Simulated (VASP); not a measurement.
HfC (rock salt): the bulk modulus from VASP (plane waves, PAW) at several levels of theory. Static lattice, third-order Birch-Murnaghan fit over five volumes.

| level | bulk modulus (GPa) |
|---|---|
| revPBE | 232 |
| PW91 | 240 |
| PBE-D3 (zero damping) | 250 |
| optB86b-vdW | 248 |
| vdW-DF2 | 217 |
| vdW-DF-cx | 251 |
| TPSS | 243 |

The cell of the revPBE run:

```
CELL_PARAMETERS angstrom
      0.00000     2.33312     2.33312
      2.33312     0.00000     2.33312
      2.33312     2.33312     0.00000
ATOMIC_POSITIONS crystal
  Hf 0.00000 0.00000 0.00000
  C  0.50000 0.50000 0.50000
```

Only levels that ran to the end are used. Left out are those held back, those with too coarse a band path, GW runs whose mesh misses a band edge, hybrids' fits of cells that aren't cubic and levels without matching references; a question may draw on a part of the rest.

The compound is HfC in the rock salt structure.
